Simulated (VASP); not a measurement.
These are r2SCAN meta-GGA, VASP's PBE PAW potentials (set 64) (plane waves; VASP 6.6.1) values and carry that method's errors.

VASP ran on this input.

**POSCAR**
```
Ni
1.7555140
  0.0000000000   0.9900992714   1.0000002641
  1.0000002641   0.0000000000   1.0000002641
  1.0000002641   0.9900992714   0.0000000000
Ni
1
Cart
  0.0000000000   0.0000000000   0.0000000000
```

### INCAR
```
MAGMOM = 0.8
LORBIT = 10
LMIXTAU = T
ISMEAR = 1   ! Methfessel-Paxton
LASPH = T   ! aspherical one-centre terms
ISPIN = 2   ! spin-polarised
SYSTEM = Ni
LWAVE = F
SIGMA = 0.1   ! width (eV)
ENCUT = 480   ! plane-wave cut-off (eV)
LCHARG = F
METAGGA = R2SCAN
NELM = 100   ! most electronic steps
ISIF = 2
LMAXMIX = 4
EDIFF = 1E-7   ! SCF stop (eV)
PREC = Accurate
LREAL = F   ! projection in real space or not
ALGO = Normal   ! blocked Davidson
```

File KPOINTS:
```
Automatic mesh
0
Gamma
16 16 16
0 0 0
```

POTCAR, in this order: Ni (PBE.64 set). Program: vasp_std.

The resulting files:

**OSZICAR**
```
       N       E                     dE             d eps       ncg     rms          rms(c)
DAV:   1     0.149426467815E+02    0.14943E+02   -0.47404E+03 12892   0.139E+03
DAV:   2    -0.138273957025E+02   -0.28770E+02   -0.27600E+02 12738   0.167E+02
DAV:   3    -0.142894569912E+02   -0.46206E+00   -0.46079E+00 14036   0.286E+01
DAV:   4    -0.142941196135E+02   -0.46626E-02   -0.46621E-02 14656   0.250E+00
DAV:   5    -0.142942409139E+02   -0.12130E-03   -0.12130E-03 14437   0.339E-01    0.108E+01
DAV:   6    -0.125516973663E+02    0.17425E+01   -0.29352E+01 13320   0.911E+01    0.897E+00
DAV:   7    -0.119488713989E+02    0.60283E+00   -0.78893E+00 13380   0.390E+01    0.235E+00
DAV:   8    -0.119496866265E+02   -0.81523E-03   -0.48096E-02 12809   0.273E+00    0.169E+00
DAV:   9    -0.119402729587E+02    0.94137E-02   -0.66866E-02 13602   0.389E+00    0.524E-01
DAV:  10    -0.119415155697E+02   -0.12426E-02   -0.25677E-02 15138   0.220E+00    0.190E-01
DAV:  11    -0.119414521771E+02    0.63393E-04   -0.72189E-03 13144   0.133E+00    0.120E-01
DAV:  12    -0.119414316459E+02    0.20531E-04   -0.13004E-03 13752   0.575E-01    0.289E-02
DAV:  13    -0.119414376320E+02   -0.59861E-05   -0.23416E-05 13649   0.722E-02    0.134E-02
DAV:  14    -0.119414404360E+02   -0.28040E-05   -0.41323E-06 14713   0.204E-02    0.259E-03
DAV:  15    -0.119414410355E+02   -0.59945E-06   -0.78156E-07 13571   0.143E-02    0.115E-03
DAV:  16    -0.119414408751E+02    0.16041E-06   -0.89442E-09  6680   0.135E-03    0.467E-04
DAV:  17    -0.119414408924E+02   -0.17285E-07   -0.20778E-08  6552   0.141E-03
   1 F= -.11941441E+02 E0= -.11941623E+02  d E =0.547227E-03  mag=     0.7582
```

**OUTCAR**
```
------------------------ aborting loop because EDIFF is reached ----------------------------------------
  FORCE on cell =-STRESS in cart. coord.  units (eV):
  Direction    XX          YY          ZZ          XY          YZ          ZX
  --------------------------------------------------------------------------------------
  Total       -0.2485537     -0.1652097     -0.2485537      0.0000000      0.0000000      0.0000000
  in kB      -37.1714037    -24.7072441    -37.1714037      0.0000000      0.0000000      0.0000000
  external PRESSURE =     -33.0166838 kB  Pullay stress =       0.0000000 kB
  volume of cell :       10.71
      direct lattice vectors                 reciprocal lattice vectors
     0.000000000  1.738133132  1.755514464    -0.284816793  0.287664961  0.284816793
     1.755514464  0.000000000  1.755514464     0.284816793 -0.287664961  0.284816793
     1.755514464  1.738133132  0.000000000     0.284816793  0.287664961 -0.284816793
 POSITION                                       TOTAL-FORCE (eV/Angst)
 -----------------------------------------------------------------------------------
      0.00000      0.00000      0.00000        -0.000000      0.000000      0.000000
 -----------------------------------------------------------------------------------
    total drift:                                0.000000     -0.000000      0.000000
  FREE ENERGIE OF THE ION-ELECTRON SYSTEM (eV)
  ---------------------------------------------------
  free  energy   TOTEN  =       -11.9414408924 eV

  energy  without entropy=      -11.9419881190  energy(sigma->0) =      -11.94162330

 total charge

# of ion       s       p       d       tot
------------------------------------------
    1        0.522   0.534   8.316   9.372

 magnetization (x)

# of ion       s       p       d       tot
------------------------------------------
    1       -0.009  -0.043   0.831   0.779
```
(Selected blocks of OUTCAR.)

**OUTCAR**
```
 val. band max:        9.5633349335   @ k =  -0.4375   0.0000   0.0625

 cond. band min:       9.5691599673   @ k =   0.4375   0.3125   0.0625


 Fermi energy:         9.5651561498

 spin component 1

 k-point     1 :       0.0000    0.0000    0.0000
  band No.  band energies     occupation
      1       0.0210      1.00000
      2       6.5065      1.00000
      3       6.5065      1.00000
      4       6.5610      1.00000
      5       7.8115      1.00000
      6       7.8801      1.00000
      7      34.2209      0.00000
      8      38.4433      0.00000
      9      38.4466      0.00000

 k-point     2 :       0.0625    0.0000   -0.0000
  band No.  band energies     occupation
      1       0.1812      1.00000
      2       6.4793      1.00000
      3       6.5415      1.00000
      4       6.5837      1.00000
      5       7.7977      1.00000
      6       7.8643      1.00000
      7      33.6585      0.00000
      8      36.5402      0.00000
      9      38.0085      0.00000

 k-point     3 :       0.1250    0.0000   -0.0000
  band No.  band energies     occupation
      1       0.6522      1.00000
      2       6.3814      1.00000
      3       6.6307      1.00000
      4       6.6692      1.00000
      5       7.7713      1.00000
      6       7.8309      1.00000
      7      31.1632      0.00000
      8      35.3736      0.00000
      9      37.2480      0.00000

 k-point     4 :       0.1875    0.0000   -0.0000
  band No.  band energies     occupation
      1       1.3999      1.00000
      2       6.2660      1.00000
      3       6.7247      1.00000
      4       6.7673      1.00000
      5       7.7784      1.00000
      6       7.8232      1.00000
      7      27.8253      0.00000
      8      34.8851      0.00000
      9      36.5570      0.00000

 k-point     5 :       0.2500    0.0000   -0.0000
  band No.  band energies     occupation
      1       2.3397      1.00000
...
```

The compound is Ni in the fcc structure. This cell was strained or had an atom moved on purpose.
